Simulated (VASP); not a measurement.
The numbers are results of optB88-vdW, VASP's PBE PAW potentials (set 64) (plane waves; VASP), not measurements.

Input for VASP

**INCAR**
```
AGGAC=0.0
ALGO=Normal
EDIFF=1E-7
EDIFFG=-0.01
ENCUT=520
GGA=BO
IBRION=2
ISIF=4
ISMEAR=0
LASPH=.TRUE.
LCHARG=.FALSE.
LREAL=.FALSE.
LUSE_VDW=.TRUE.
LWAVE=.FALSE.
NELM=100
NSW=30
PARAM1=0.1833333333
PARAM2=0.22
PREC=Accurate
SIGMA=0.05
SYSTEM=AlN
```

POSCAR:
```
AlN
1
    1.5925595551    -2.7583940575     0.0000000000
    1.5925595551     2.7583940575     0.0000000000
    0.0000000000     0.0000000000     5.1029512615
Al N
2 2
Direct
  0.6666670000   0.3333330000   0.5000982102
  0.3333330000   0.6666670000   0.0000982102
  0.6666670000   0.3333330000   0.8819017898
  0.3333330000   0.6666670000   0.3819017898
```

**KPOINTS**
```
kpoints
0
Gamma
 8 8 5
0 0 0
```

POTCAR, in this order: Al N (PBE.64 set). Program: vasp_std.

Output

File OSZICAR:
```
       N       E                     dE             d eps       ncg     rms          rms(c)
DAV:   1     0.565228789147E+02    0.56523E+02   -0.74775E+03   720   0.117E+03
DAV:   2    -0.255507727879E+02   -0.82074E+02   -0.75951E+02  1072   0.222E+02
DAV:   3    -0.297809115065E+02   -0.42301E+01   -0.42144E+01   948   0.556E+01
DAV:   4    -0.298204256259E+02   -0.39514E-01   -0.39502E-01   828   0.619E+00
DAV:   5    -0.298210580544E+02   -0.63243E-03   -0.63240E-03   928   0.803E-01    0.124E+01
DAV:   6    -0.247291576814E+02    0.50919E+01   -0.19838E+01   872   0.334E+01    0.399E+00
DAV:   7    -0.247721027865E+02   -0.42945E-01   -0.74932E-01   780   0.669E+00    0.277E+00
DAV:   8    -0.247628569901E+02    0.92458E-02   -0.11415E-01   808   0.355E+00    0.529E-01
DAV:   9    -0.247568593297E+02    0.59977E-02   -0.26895E-02   936   0.120E+00    0.255E-01
DAV:  10    -0.247575105113E+02   -0.65118E-03   -0.27737E-03   824   0.420E-01    0.151E-01
DAV:  11    -0.247574153590E+02    0.95152E-04   -0.23540E-04   856   0.133E-01    0.368E-02
DAV:  12    -0.247574188883E+02   -0.35293E-05   -0.92379E-06   820   0.295E-02    0.742E-03
DAV:  13    -0.247574192859E+02   -0.39759E-06   -0.48845E-06   872   0.171E-02    0.333E-03
DAV:  14    -0.247574195472E+02   -0.26133E-06   -0.30818E-07   824   0.523E-03    0.537E-04
DAV:  15    -0.247574195664E+02   -0.19127E-07   -0.10736E-08   400   0.108E-03
   1 F= -.24757420E+02 E0= -.24757420E+02  d E =-.247574E+02
       N       E                     dE             d eps       ncg     rms          rms(c)
DAV:   1    -0.247585174352E+02   -0.10979E-02   -0.53224E-02   720   0.221E+00    0.116E-01
DAV:   2    -0.247582468052E+02    0.27063E-03   -0.42742E-04   920   0.196E-01    0.664E-02
DAV:   3    -0.247581024514E+02    0.14435E-03   -0.20551E-04   868   0.122E-01    0.372E-03
DAV:   4    -0.247581040467E+02   -0.15953E-05   -0.13237E-05   836   0.334E-02    0.311E-03
DAV:   5    -0.247581038098E+02    0.23683E-06   -0.24287E-07   748   0.476E-03    0.147E-03
DAV:   6    -0.247581041770E+02   -0.36714E-06   -0.71912E-08   444   0.268E-03    0.313E-04
DAV:   7    -0.247581042634E+02   -0.86459E-07   -0.97212E-09   380   0.101E-03
   2 F= -.24758104E+02 E0= -.24758104E+02  d E =-.684697E-03
       N       E                     dE             d eps       ncg     rms          rms(c)
DAV:   1    -0.247582484692E+02   -0.14429E-03   -0.95818E-03   720   0.939E-01    0.494E-02
DAV:   2    -0.247581991947E+02    0.49275E-04   -0.76889E-05   920   0.830E-02    0.282E-02
DAV:   3    -0.247581736723E+02    0.25522E-04   -0.37082E-05   868   0.517E-02    0.156E-03
DAV:   4    -0.247581740335E+02   -0.36127E-06   -0.23871E-06   836   0.141E-02    0.130E-03
DAV:   5    -0.247581739094E+02    0.12418E-06   -0.37792E-08   472   0.197E-03    0.634E-04
DAV:   6    -0.247581740773E+02   -0.16794E-06   -0.18151E-08   392   0.132E-03    0.133E-04
DAV:   7    -0.247581740988E+02   -0.21549E-07   -0.27270E-09   368   0.521E-04
   3 F= -.24758174E+02 E0= -.24758174E+02  d E =-.754532E-03
       N       E                     dE             d eps       ncg     rms          rms(c)
DAV:   1    -0.247582154368E+02   -0.41360E-04   -0.20439E-02   720   0.131E+00    0.299E-02
DAV:   2    -0.247582302172E+02   -0.14780E-04   -0.34322E-04   844   0.160E-01    0.188E-02
DAV:   3    -0.247582175525E+02    0.12665E-04   -0.12427E-05   852   0.405E-02    0.725E-03
DAV:   4    -0.247582167823E+02    0.77022E-06   -0.10177E-05   868   0.274E-02    0.309E-03
DAV:   5    -0.247582167319E+02    0.50389E-07   -0.80514E-07   740   0.857E-03
   4 F= -.24758217E+02 E0= -.24758217E+02  d E =-.426330E-04
       N       E                     dE             d eps       ncg     rms          rms(c)
DAV:   1    -0.247582277460E+02   -0.10964E-04   -0.19157E-03   720   0.401E-01    0.959E-03
DAV:   2    -0.247582283406E+02   -0.59460E-06   -0.31489E-05   844   0.492E-02    0.604E-03
DAV:   3    -0.247582273311E+02    0.10096E-05   -0.15073E-06   848   0.140E-02    0.203E-03
DAV:   4    -0.247582273034E+02    0.27675E-07   -0.10247E-06   784   0.841E-03    0.103E-03
DAV:   5    -0.247582273174E+02   -0.13979E-07   -0.55287E-08   364   0.229E-03
   5 F= -.24758227E+02 E0= -.24758227E+02  d E =-.532185E-04
```

OUTCAR:
```
------------------------ aborting loop because EDIFF is reached ----------------------------------------
  FORCE on cell =-STRESS in cart. coord.  units (eV):
  Direction    XX          YY          ZZ          XY          YZ          ZX
  --------------------------------------------------------------------------------------
  Total       -2.8721934     -2.8721934     -2.8692415      0.0000000     -0.0000000      0.0000000
  in kB     -102.6409944   -102.6409940   -102.5355064      0.0000000     -0.0000000      0.0000000
  external PRESSURE =    -102.6058316 kB  Pullay stress =       0.0000000 kB
  volume of cell :       44.83
      direct lattice vectors                 reciprocal lattice vectors
     1.589897885 -2.753783911 -0.000000000     0.314485606 -0.181568350 -0.000000000
     1.589897885  2.753783911  0.000000000     0.314485606  0.181568350  0.000000000
     0.000000000 -0.000000000  5.120051404     0.000000000 -0.000000000  0.195310539
  FREE ENERGIE OF THE ION-ELECTRON SYSTEM (eV)
  ---------------------------------------------------
  free  energy   TOTEN  =       -24.7582273174 eV

  energy  without entropy=      -24.7582273174  energy(sigma->0) =      -24.75822732

 reached required accuracy - stopping structural energy minimisation
```
(Selected blocks of OUTCAR.)

CONTCAR:
```
AlN
   1.00000000000000
     1.5898978851098908   -2.7537839107922468   -0.0000000000000000
     1.5898978851098908    2.7537839107922468    0.0000000000000000
     0.0000000000000000   -0.0000000000000000    5.1200514038336244
  Al              N
     2     2
Direct
     0.6666669999999968    0.3333330000000032    0.5008166431545685
     0.3333330000000032    0.6666669999999968    0.0008166431545686
     0.6666669999999968    0.3333330000000032    0.8811833568454294
     0.3333330000000032    0.6666669999999968    0.3811833568454293
```

The compound is AlN in the wurtzite structure. This cell is one point of a volume scan, at 1.06 of the reference volume. Symmetry was kept, so distortions that lower it aren't found.
